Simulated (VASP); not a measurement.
An input for Quantum ESPRESSO's pw.x (written as the equivalent of a VASP run, and not itself run):

```
&CONTROL
  calculation = 'scf'
  pseudo_dir = './pseudo'
  outdir = './out'
  tprnfor = .true.
  tstress = .true.
/
&SYSTEM
  ibrav = 0
  nat = 3
  ntyp = 2
  ecutwfc = 82
  occupations = 'smearing'
  smearing = 'fermi-dirac'
  degauss = 0.00735
  input_dft = 'pz'
/
&ELECTRONS
  conv_thr = 7.3e-08
  electron_maxstep = 100
/
ATOMIC_SPECIES
  W 183.840 W.upf
  C 12.011 C.upf
CELL_PARAMETERS angstrom
     3.0982940    0.0000000    0.0000000
    -1.5491470    2.6832010    0.0000000
     0.0000000    0.0000000    4.7214720
ATOMIC_POSITIONS crystal
  W    0.3333330  0.6666670  0.7463300
  W    0.6666670  0.3333330  0.2536700
  C    0.0000000  0.0000000  0.0000000
K_POINTS automatic
  12 12 7 0 0 0
```

Problem. Translate this input to VASP (INCAR, KPOINTS, POSCAR, choice of POTCAR).

Solution. This is not unique; one that fits is 
**KPOINTS**
```
Automatic mesh
0
gamma
  12 12 7
0 0 0
```

INCAR:
```
# general
SYSTEM  = W2C
PREC    = Accurate
ENCUT   = 400
LREAL   = .FALSE.
LASPH   = .TRUE.

# electronic loop
EDIFF   = 1E-6
NELM    = 100
ALGO    = Normal
LMAXMIX = 6

# smearing
ISMEAR  = -1
SIGMA   = 0.1

# ions
ISIF    = 2

# output
LWAVE   = .FALSE.
LCHARG  = .FALSE.
```

File POSCAR:
```
W2C
1
    3.0982940000     0.0000000000     0.0000000000
   -1.5491470000     2.6832010000     0.0000000000
    0.0000000000     0.0000000000     4.7214720000
W C
2 1
Direct
  0.3333330000   0.6666670000   0.7463300000
  0.6666670000   0.3333330000   0.2536700000
  0.0000000000   0.0000000000   0.0000000000
```

POTCAR, in this order: W_sv C (LDA.64 set). Program: vasp_std.

Limits of the translation: the potentials are each code's own (VASP's PAW set, PseudoDojo norm-conserving files in pw.x), so ENCUT and ecutwfc are chosen apart and not converted; conv_thr bounds pw.x's estimated SCF error, while EDIFF bounds the energy change between steps.

The structure comes from a computed database's W2C entry; how it stands against other phases isn't given here. The cell was not relaxed at this level. The run is one of a series of settings (GGA removed, POTCAR W_sv C (LDA.64 set) against the base run), some of them coarse on purpose.
